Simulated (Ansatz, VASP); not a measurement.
Two plane-wave programs on Al2BC3

```
Al B C
1.0
     4.04920    0.00000    0.00000
     0.00000    4.04920    0.00000
     0.00000    0.00000    4.51830
Al B C
2 1 3
Direct
  0.00000 0.00000 0.00000
  0.50000 0.50000 0.00000
  0.00000 0.00000 0.50000
  0.50000 0.00000 0.00000
  0.00000 0.50000 0.00000
  0.50000 0.50000 0.50000
```

Alike in both runs: task single point; functional PBE; k mesh 4 × 4 × 4; occupations gaussian, width 0.1 eV; no spin polarisation.

|  | VASP | Ansatz |
| --- | --- | --- |
| version | VASP 6.6.1 | Ansatz 0.2.0 |
| potentials or method | VASP PAW PBE potentials, release 64 (Al, B, C) | scalar-relativistic, plane waves, PAW |
| plane-wave cutoff (eV) | 520 | 420 |
| valence electrons in the cell | 21 | 21 |

Ansatz gave:

* gap on the k mesh at the Fermi level (eV): none
* pressure (GPa): -1.5
* largest component of the traceless stress (GPa): 11.36

**Question.** Which values does VASP return?

**Answer.** gap on the k mesh at the Fermi level (eV): none; pressure (GPa): -1.6; largest component of the traceless stress (GPa): 11.38.

A gap of «none» marks a metal or a gap that the smearing closes. With one functional, cell and mesh, what is left measures potentials, basis and numerics.

Caveats: the k mesh is coarse (spacing up to 0.39 Å⁻¹), so the values aren't converged.
